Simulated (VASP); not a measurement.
Input:

```xyz
1
Lattice="-1.4209 1.4209 1.4209 1.4209 -1.4209 1.4209 1.4209 1.4209 -1.4209" Properties=species:S:1:pos:R:3 pbc="T T T"
Li     0.0000     0.0000     0.0000
```

All values below come from PBE GGA, VASP's PBE PAW potentials (set 64) (plane waves; VASP). Numerical set-up: 620 eV cut-off, 18×18×18 Γ-centred mesh, first-order Methfessel-Paxton smearing of 0.10 eV, potentials Li_sv.

Energy and stress use the plane-wave basis of the starting cell.

**Question.** The ions, cell shape and volume at an external pressure of 30.0 GPa are relaxed. What does this cell relax into?

**Answer.** 
```xyz
1
Lattice="-1.3648 1.3648 1.3648 1.3648 -1.3648 1.3648 1.3648 1.3648 -1.3648" Properties=species:S:1:pos:R:3 pbc="T T T"
Li     0.0000     0.0000     0.0000
```
Space group Im-3m (229), at a tolerance of 0.03 Å.

**Question.** How do energy and volume change from the first to the last step?

**Answer.** The energy (σ→0) changes by +201.2 meV/atom and the volume by -11.4 %, in 3 ionic steps.

The compound is Li in the bcc structure. This run relaxes it under an external pressure of 30 GPa. Symmetry was kept, so distortions that lower it aren't found.
